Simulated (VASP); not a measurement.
A convergence study with VASP on Zr (space group no. 194 when undisturbed): a few settings are varied, all else stays as given below, so the limit is that of these other settings. One atom is moved off its site, so that forces are finite.

```
CELL_PARAMETERS angstrom
      1.62308    -2.81125     0.00000
      1.62308     2.81125     0.00000
      0.00000     0.00000     5.17575
ATOMIC_POSITIONS crystal
  Zr 0.33333 0.66667 0.25966
  Zr 0.66667 0.33333 0.75000
```

Computed with PBE GGA, VASP's PBE PAW potentials (set 64) (plane waves; VASP). The last row used: 300 eV cut-off, 20×20×12 Γ-centred mesh, Fermi-Dirac smearing of 0.010 eV, potentials Zr_sv.

```csv
setting,E (eV/atom),pressure (GPa),largest force (eV/Å),irreducible k-points
SIGMA = 1.0,-8.7203,8.85,0.318,473
SIGMA = 0.5,-8.4892,2.27,0.274,473
SIGMA = 0.3,-8.4915,-0.13,0.239,473
SIGMA = 0.2,?,?,?,473
SIGMA = 0.1,-8.5081,-1.36,0.203,473
SIGMA = 0.05,-8.5087,-1.42,0.196,473
SIGMA = 0.02,-8.5089,-1.43,0.194,473
SIGMA = 0.01,-8.5089,?,0.196,473
```

### Question
What belongs in the gaps?

### Answer

- SIGMA = 0.01, pressure (GPa): -1.44
- SIGMA = 0.2, E (eV/atom): -8.5014
- SIGMA = 0.2, pressure (GPa): -0.94
- SIGMA = 0.2, largest force (eV/Å): 0.220

VASP warned of too few bands at SIGMA = 1.0; SIGMA = 0.5; SIGMA = 0.3; SIGMA = 0.2.

Left out are rungs that failed or repeat a setting and relaxations that didn't move; long series are thinned to 24 rows.

The structure is a typed Zr crystal (space group no. 194). The cell was not relaxed at this level, it is distorted from the ideal structure. VASP warned that the highest band is occupied, so more bands are needed.
